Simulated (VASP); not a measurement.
# Nb₆AlSi (space group Pm-3): computed properties

Calculation: PBEsol GGA, VASP's PBE PAW potentials (set 64) (plane waves; VASP 6.6.1).

```json
{
  "space_group": "Pm-3 (200)",
  "cell": "a = b = c = 5.096 Å, α = β = γ = 90.00°",
  "volume_per_atom": "16.55 Å^3/atom",
  "band gap (over mesh and band path)": "none (metal, semimetal or under 0.01 eV)",
  "density": "7.68 g/cm³"
}
```

Space group Pm-3 (No. 200); a = b = c = 5.0963 Å, α = β = γ = 90.00°

```
atom  site  symmetry       x       y       z
----  ----  --------  ------  ------  ------
Al      1b      m-3.  0.5000  0.5000  0.5000
Nb      6f     mm2..  0.0000  0.5000  0.2443
Si      1a      m-3.  0.0000  0.0000  0.0000
```

The structure comes from a computed database's Nb6AlSi entry (Pm-3); how it stands against other phases isn't given here. It was relaxed first. Symmetry was kept, so distortions that lower it aren't found. The electron count is odd and the run is not spin-polarised, which forces a metal.
